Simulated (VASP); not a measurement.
These are PBEsol GGA, VASP's PBE PAW potentials (set 64) (plane waves; VASP) values and carry that method's errors.

The input files of a VASP run:

**INCAR**
```
SYSTEM = WSi2
PREC = Accurate
ENCUT = 500
EDIFF = 1E-6
NELM = 100
ALGO = Normal
LREAL = .FALSE.
LASPH = .TRUE.
ISMEAR = 1
SIGMA = 0.1
GGA = PS
LMAXMIX = 6
LWAVE = .FALSE.
LCHARG = .FALSE.
IBRION = 2
ISIF = 3
NSW = 40
EDIFFG = -0.02
PSTRESS = 100
```

### POSCAR
```
WSi2
1
   -1.5906549752     1.5906549752     3.8847216540
    1.5906549752    -1.5906549752     3.8847216540
    1.5906549752     1.5906549752    -3.8847216540
Si W
2 1
Direct
  0.6658452670   0.6658452670   1.0000000000
  0.3341547330   0.3341547330   0.0000000000
  1.0000000000   1.0000000000   0.0000000000
```

### KPOINTS
```
Automatic mesh
0
Gamma
13 13 13
0 0 0
```

POTCAR, in this order: Si W_sv (PBE.64 set). Program: vasp_std.

The resulting files:

OUTCAR:
```
 ion  position               nearest neighbor table
   1  0.666  0.666  0.000-   2 2.58   3 2.59   3 2.59   3 2.59   3 2.59   3 2.60   2 2.60   2 2.60
                             2 2.60   2 2.60
   2  0.334  0.334  0.000-   1 2.58   3 2.59   3 2.59   3 2.59   3 2.59   3 2.60   1 2.60   1 2.60
                             1 2.60   1 2.60
   3  0.000  0.000  0.000-   2 2.59   1 2.59   1 2.59   1 2.59   1 2.59   2 2.59   2 2.59   2 2.59
                             1 2.60   2 2.60
  LATTYP: Found a body centered tetragonal cell.
 ALAT       =     3.1813099504
 C/A-ratio  =     2.4422151344
 Subroutine PRICEL returns:
 Original cell was already a primitive cell.
 Subroutine GETGRP returns: Found 16 space group operations
The static configuration has the point symmetry D_4h.
The dynamic configuration has the point symmetry D_4h.
 Subroutine INISYM returns: Found 16 space group operations
 Subroutine IBZKPT returns following result:
 Found    196 irreducible k-points:

 Following reciprocal coordinates:
            Coordinates               Weight
  0.000000  0.000000  0.000000      1.000000
  0.076923  0.000000 -0.000000      8.000000
  0.153846  0.000000  0.000000      8.000000
  0.230769  0.000000  0.000000      8.000000
  0.307692  0.000000  0.000000      8.000000
  0.384615  0.000000 -0.000000      8.000000
  0.461538 -0.000000  0.000000      8.000000
  0.076923  0.076923 -0.000000      8.000000
  0.153846  0.076923  0.000000     16.000000
  0.230769  0.076923  0.000000     16.000000
  0.307692  0.076923  0.000000     16.000000
  0.384615  0.076923 -0.000000     16.000000
  0.461538  0.076923  0.000000     16.000000
 -0.461538  0.076923  0.000000     16.000000
 -0.384615  0.076923  0.000000     16.000000
 -0.307692  0.076923  0.000000     16.000000
 -0.230769  0.076923 -0.000000     16.000000
 -0.153846  0.076923  0.000000     16.000000
 -0.076923  0.076923  0.000000      4.000000
  0.153846  0.153846 -0.000000      8.000000
  0.230769  0.153846 -0.000000     16.000000
  0.307692  0.153846 -0.000000     16.000000
  0.384615  0.153846  0.000000     16.000000
  0.461538  0.153846  0.000000     16.000000
 -0.461538  0.153846 -0.000000     16.000000
 -0.384615  0.153846  0.000000     16.000000
 -0.307692  0.153846  0.000000     16.000000
 -0.230769  0.153846 -0.000000     16.000000
 -0.153846  0.153846  0.000000      4.000000
  0.230769  0.230769 -0.000000      8.000000
  0.307692  0.230769  0.000000     16.000000
  0.384615  0.230769 -0.000000     16.000000
  0.461538  0.230769 -0.000000     16.000000
 -0.461538  0.230769 -0.000000     16.000000
 -0.384615  0.230769  0.000000     16.000000
 -0.307692  0.230769  0.000000     16.000000
 -0.230769  0.230769  0.000000      4.000000
  0.307692  0.307692 -0.000000      8.000000
  0.384615  0.307692 -0.000000     16.000000
  0.461538  0.307692 -0.000000     16.000000
   k-points           NKPTS =    196   k-points in BZ     NKDIM =    196   number of bands    NBANDS=     15
   number of dos      NEDOS =    301   number of ions     NIONS =      3
   total plane-waves  NPLWV =  46656
   dimension x,y,z NGX =    36 NGY =   36 NGZ =   36
   dimension x,y,z NGXF=    72 NGYF=   72 NGZF=   72
   ions per type =               2   1
   PREC   = accura    normal or accurate (medium, high low for compatibility)
   ISTART =      0    job   : 0-new  1-cont  2-samecut
   ICHARG =      2    charge: 1-file 2-atom 10-const
   ISPIN  =      1    spin polarized calculation?
   LNONCOLLINEAR =      F non collinear calculations
   LSORBIT =      F    spin-orbit coupling
   INIWAV =      1    electr: 0-lowe 1-rand  2-diag
   ENCUT  =  500.0 eV  36.75 Ry    6.06 a.u.   8.18  8.18  8.18*2*pi/ulx,y,z
...
```

OSZICAR:
```
       N       E                     dE             d eps       ncg     rms          rms(c)
DAV:   1     0.122763117619E+03    0.12276E+03   -0.11007E+04  5880   0.145E+03
DAV:   2    -0.233488052402E+02   -0.14611E+03   -0.14410E+03  6713   0.354E+02
DAV:   3    -0.274563629712E+02   -0.41076E+01   -0.39896E+01  7939   0.514E+01
DAV:   4    -0.274839154726E+02   -0.27553E-01   -0.27524E-01  6671   0.498E+00
DAV:   5    -0.274842590997E+02   -0.34363E-03   -0.34362E-03  7938   0.551E-01    0.275E+01
DAV:   6    -0.267477270657E+02    0.73653E+00   -0.38745E+00  7140   0.151E+01    0.995E+00
DAV:   7    -0.266509035723E+02    0.96823E-01   -0.23366E-01  6552   0.298E+00    0.459E+00
DAV:   8    -0.266281989031E+02    0.22705E-01   -0.39858E-02  7651   0.171E+00    0.298E-01
DAV:   9    -0.266276454386E+02    0.55346E-03   -0.11883E-03  7028   0.279E-01    0.166E-01
DAV:  10    -0.266275184247E+02    0.12701E-03   -0.29062E-04  7161   0.174E-01    0.396E-02
DAV:  11    -0.266275138382E+02    0.45865E-05   -0.29083E-05  7448   0.446E-02    0.147E-02
DAV:  12    -0.266275138429E+02   -0.47125E-08   -0.99770E-07  4438   0.787E-03
   1 F= -.24173589E+02 E0= -.24173553E+02  d E =-.241736E+02
       N       E                     dE             d eps       ncg     rms          rms(c)
DAV:   1    -0.270384225816E+02   -0.41091E+00   -0.13895E+01  6720   0.472E+01    0.114E+01
DAV:   2    -0.264996764063E+02    0.53875E+00   -0.25641E+00  6622   0.148E+01    0.151E+00
DAV:   3    -0.264529031945E+02    0.46773E-01   -0.82995E-02  6517   0.249E+00    0.873E-01
DAV:   4    -0.264395077400E+02    0.13395E-01   -0.25028E-02  7105   0.156E+00    0.800E-01
DAV:   5    -0.264390949217E+02    0.41282E-03   -0.29114E-03  7371   0.556E-01    0.297E-01
DAV:   6    -0.264390360257E+02    0.58896E-04   -0.71975E-04  6783   0.177E-01    0.219E-02
DAV:   7    -0.264390328441E+02    0.31816E-05   -0.28644E-05  7196   0.440E-02    0.154E-02
DAV:   8    -0.264390321962E+02    0.64784E-06   -0.90996E-07  4515   0.737E-03
   2 F= -.24127091E+02 E0= -.24127040E+02  d E =0.464981E-01
       N       E                     dE             d eps       ncg     rms          rms(c)
DAV:   1    -0.268975796052E+02   -0.45855E+00   -0.69775E+00  6755   0.345E+01    0.764E+00
DAV:   2    -0.266260952901E+02    0.27148E+00   -0.16782E+00  6657   0.110E+01    0.993E-01
DAV:   3    -0.266013088663E+02    0.24786E-01   -0.70765E-02  6258   0.180E+00    0.546E-01
DAV:   4    -0.265947631862E+02    0.65457E-02   -0.13654E-02  7266   0.109E+00    0.434E-01
DAV:   5    -0.265945262852E+02    0.23690E-03   -0.21870E-03  7245   0.468E-01    0.275E-01
DAV:   6    -0.265944407699E+02    0.85515E-04   -0.72955E-04  6783   0.183E-01    0.127E-02
DAV:   7    -0.265944401346E+02    0.63527E-06   -0.16489E-05  6958   0.331E-02    0.105E-02
DAV:   8    -0.265944400685E+02    0.66060E-07   -0.10241E-06  4685   0.680E-03
   3 F= -.24185003E+02 E0= -.24184959E+02  d E =-.114144E-01
       N       E                     dE             d eps       ncg     rms          rms(c)
DAV:   1    -0.265935817285E+02    0.85841E-03   -0.55880E-04  6783   0.302E-01    0.681E-02
DAV:   2    -0.265935608586E+02    0.20870E-04   -0.11790E-04  6692   0.944E-02    0.906E-03
DAV:   3    -0.265935590449E+02    0.18137E-05   -0.43368E-06  6216   0.152E-02    0.514E-03
DAV:   4    -0.265935586577E+02    0.38721E-06   -0.97837E-07  3101   0.981E-03
   4 F= -.24185006E+02 E0= -.24184962E+02  d E =-.114172E-01
       N       E                     dE             d eps       ncg     rms          rms(c)
DAV:   1    -0.265937268221E+02   -0.16778E-03   -0.28005E-02  6685   0.172E+00    0.150E-01
DAV:   2    -0.265930905366E+02    0.63629E-03   -0.11544E-03  7294   0.292E-01    0.788E-02
DAV:   3    -0.265928920787E+02    0.19846E-03   -0.54887E-04  7518   0.184E-01    0.277E-02
DAV:   4    -0.265928917080E+02    0.37073E-06   -0.32697E-05  6230   0.431E-02    0.873E-03
DAV:   5    -0.265928914752E+02    0.23283E-06   -0.10627E-06  4741   0.910E-03
   5 F= -.24185177E+02 E0= -.24185134E+02  d E =-.170889E-03
       N       E                     dE             d eps       ncg     rms          rms(c)
DAV:   1    -0.265932202980E+02   -0.32859E-03   -0.21567E-03  6685   0.478E-01    0.424E-02
DAV:   2    -0.265931710705E+02    0.49228E-04   -0.89094E-05  7294   0.811E-02    0.220E-02
DAV:   3    -0.265931556105E+02    0.15460E-04   -0.42548E-05  7490   0.517E-02    0.749E-03
DAV:   4    -0.265931555210E+02    0.89416E-07   -0.26174E-06  5893   0.123E-02
   6 F= -.24185208E+02 E0= -.24185164E+02  d E =-.201742E-03
```

OUTCAR:
```
------------------------ aborting loop because EDIFF is reached ----------------------------------------
  FORCE on cell =-STRESS in cart. coord.  units (eV):
  Direction    XX          YY          ZZ          XY          YZ          ZX
  --------------------------------------------------------------------------------------
  Total        2.4279649      2.4279649      2.3899884      0.0000000     -0.0000000      0.0000000
  in kB      100.8312948    100.8312948     99.2541663      0.0000000     -0.0000000      0.0000000
  external PRESSURE =       0.3055853 kB  Pullay stress =     100.0000000 kB
  volume of cell :       38.58
      direct lattice vectors                 reciprocal lattice vectors
    -1.579419527  1.579419527  3.866363137     0.000000000  0.316572001  0.129320496
     1.579419527 -1.579419527  3.866363137     0.316572001  0.000000000  0.129320496
     1.579419527  1.579419527 -3.866363137     0.316572001  0.316572001  0.000000000
 POSITION                                       TOTAL-FORCE (eV/Angst)
 -----------------------------------------------------------------------------------
      1.57942      1.57942      1.28397         0.000000      0.000000      0.014066
      0.00000      0.00000      2.58239        -0.000000     -0.000000     -0.014066
      0.00000      0.00000      0.00000        -0.000000     -0.000000      0.000000
 -----------------------------------------------------------------------------------
    total drift:                                0.000000     -0.000000     -0.000000
  FREE ENERGIE OF THE ION-ELECTRON SYSTEM (eV)
  ---------------------------------------------------
  free  energy   TOTEN  =       -26.5931555210 eV

  energy  without entropy=      -26.5930231584  energy(sigma->0) =      -26.59311140
  enthalpy is  TOTEN    =       -24.1852077853 eV   P V=        2.4079477357

 reached required accuracy - stopping structural energy minimisation
```
(Selected blocks of OUTCAR.)

File CONTCAR:
```
WSi2
   1.00000000000000
    -1.5794195266279192    1.5794195266279192    3.8663631373252190
     1.5794195266279192   -1.5794195266279192    3.8663631373252190
     1.5794195266279192    1.5794195266279192   -3.8663631373252190
  Si              W
     2     1
Direct
     0.6660434716325512    0.6660434716325512    1.0000000000000000
     0.3339565283674487    0.3339565283674487    0.0000000000000000
     0.0000000000000000    0.0000000000000000    0.0000000000000000
```

### OUTCAR
```
 val. band max:       12.5551201023   @ k =  -0.3846  -0.4615   0.3846

 cond. band min:      12.6095844929   @ k =  -0.4615   0.4615   0.3077


 Fermi energy:        12.5893380362

 k-point     1 :       0.0000    0.0000    0.0000
  band No.  band energies     occupation
      1     -61.1527      2.00000
      2     -25.4733      2.00000
      3     -25.4150      2.00000
      4     -25.4150      2.00000
      5      -1.9283      2.00000
      6       5.3796      2.00000
      7       8.8287      2.00000
      8       8.9659      2.00000
      9       9.5811      2.00000
     10       9.5811      2.00000
     11      13.2403     -0.00000
     12      15.2603      0.00000
     13      15.6211      0.00000
     14      15.8485      0.00000
     15      15.8485      0.00000

 k-point     2 :       0.0769    0.0000   -0.0000
  band No.  band energies     occupation
      1     -61.1521      2.00000
      2     -25.4721      2.00000
      3     -25.4307      2.00000
      4     -25.4136      2.00000
      5      -1.8097      2.00000
      6       5.4010      2.00000
      7       8.3976      2.00000
      8       8.9772      2.00000
      9       9.6596      2.00000
     10       9.7656      2.00000
     11      12.7759     -0.02409
     12      15.2491      0.00000
     13      15.4792      0.00000
     14      15.6486      0.00000
     15      16.3778      0.00000

 k-point     3 :       0.1538    0.0000    0.0000
  band No.  band energies     occupation
      1     -61.1505      2.00000
      2     -25.4741      2.00000
      3     -25.4686      2.00000
      4     -25.4097      2.00000
      5      -1.4595      2.00000
      6       5.4258      2.00000
      7       7.6413      2.00000
      8       8.9391      2.00000
      9       9.8846      2.00000
     10       9.9409      2.00000
     11      11.9529      2.00000
     12      14.4355     -0.00000
     13      15.0961      0.00000
     14      16.5297      0.00000
     15      17.1549      0.00000
...
```

Unless said otherwise, spin-orbit coupling is left out, though it shifts the bands of the heavy elements here.

The compound is WSi2 in the MoSi2 type structure. This run relaxes it under an external pressure of 10 GPa. Symmetry was kept, so distortions that lower it aren't found.
